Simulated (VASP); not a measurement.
A VASP calculation is set up with these files.

INCAR:
```
# general
SYSTEM  = MoP
PREC    = Accurate
ENCUT   = 400
LREAL   = .FALSE.   # projection in real space or not
LASPH   = .TRUE.   # aspherical one-centre terms

# electronic loop
EDIFF   = 1E-6   # SCF stop (eV)
NELM    = 100   # most electronic steps
ALGO    = Normal
LMAXMIX = 4   # l cut-off of mixed one-centre charges

# smearing
ISMEAR  = 1   # Methfessel-Paxton
SIGMA   = 0.1

# ions
IBRION  = 2
NSW     = 60   # most ionic steps
ISIF    = 3   # ions, shape and volume
EDIFFG  = -0.01   # ionic stop

# output
LWAVE   = .FALSE.
LCHARG  = .FALSE.
```

File POSCAR:
```
MoP
1
    3.2347600000     0.0000000000     0.0000000000
   -1.6173800000     2.8013840000     0.0000000000
    0.0000000000     0.0000000000     3.1822800000
Mo P
1 1
Direct
  0.0000000000   0.0000000000   0.0000000000
  0.3333330000   0.6666670000   0.5000000000
```

File KPOINTS:
```
Automatic mesh
0
Gamma
  12 12 10
0 0 0
```

POTCAR, in this order: Mo_sv P (LDA.64 set). Program: vasp_std.

### Question
Translate this LDA calculation to Quantum ESPRESSO's pw.x.

### Answer
One equivalent input (not run):
```
&CONTROL
  calculation = 'vc-relax'
  pseudo_dir = './pseudo'
  outdir = './out'
  tprnfor = .true.
  tstress = .true.
  nstep = 60
  forc_conv_thr = 0.00039
/
&SYSTEM
  ibrav = 0
  nat = 2
  ntyp = 2
  ecutwfc = 80
  occupations = 'smearing'
  smearing = 'methfessel-paxton'
  degauss = 0.00735
  input_dft = 'pz'
/
&ELECTRONS
  conv_thr = 7.3e-08
  electron_maxstep = 100
/
&IONS
/
&CELL
/
ATOMIC_SPECIES
  Mo 95.950 Mo.upf
  P 30.974 P.upf
CELL_PARAMETERS angstrom
     3.2347600    0.0000000    0.0000000
    -1.6173800    2.8013840    0.0000000
     0.0000000    0.0000000    3.1822800
ATOMIC_POSITIONS crystal
  Mo   0.0000000  0.0000000  0.0000000
  P    0.3333330  0.6666670  0.5000000
K_POINTS automatic
  12 12 10 0 0 0
```
The two are equivalent in intent, not identical: the potentials are each code's own (VASP's PAW set, PseudoDojo norm-conserving files in pw.x), so ENCUT and ecutwfc are chosen apart and not converted; conv_thr bounds pw.x's estimated SCF error, while EDIFF bounds the energy change between steps; forc_conv_thr acts on force components and is met together with etot_conv_thr.

The structure comes from a computed database's MoP entry (P-6m2); how it stands against other phases isn't given here. This run relaxes it. Symmetry was kept, so distortions that lower it aren't found.
